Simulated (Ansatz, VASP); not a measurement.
## One calculation of NbTe, two programs

```
Te Nb
1.0
     3.70297    0.00000    0.00000
    -1.85149    3.20687    0.00000
     0.00000    0.00000    3.69421
Te Nb
1 1
Cartesian
  1.8515 1.0690 0.0000
  0.0000 0.0000 1.8471
```

The cell comes from a database or a generator and needn't be the stable form of this composition.

Alike in both runs: task single point; functional PBE; k mesh 8 × 8 × 7; occupations fermi-dirac, width 0.05 eV; no spin polarisation.

```csv
,VASP,Ansatz
version,VASP 6.6.1,Ansatz 0.2.0
potentials or method,"VASP PAW PBE potentials, release 64 (Te, Nb_sv)",Ansatz PAW
plane-wave cutoff (eV),520,420
valence electrons in the cell,19,29
```

Ansatz gave:

```
gap on the k mesh at the Fermi level (eV)       : none
pressure (GPa)                                  : -0.6
largest component of the traceless stress (GPa) : 0.46
```

**Question.** Estimate VASP's values.

**Answer.** gap on the k mesh at the Fermi level (eV): none; pressure (GPa): -0.8; largest component of the traceless stress (GPa): 0.41.

A gap of «none» marks a metal or a gap that the smearing closes. The functional is the same, so the differences come from potentials, cutoffs and numerics. The two sets of potentials don't hold the same shells in valence.

The runs have no spin-orbit coupling, so splittings on Te are missing.
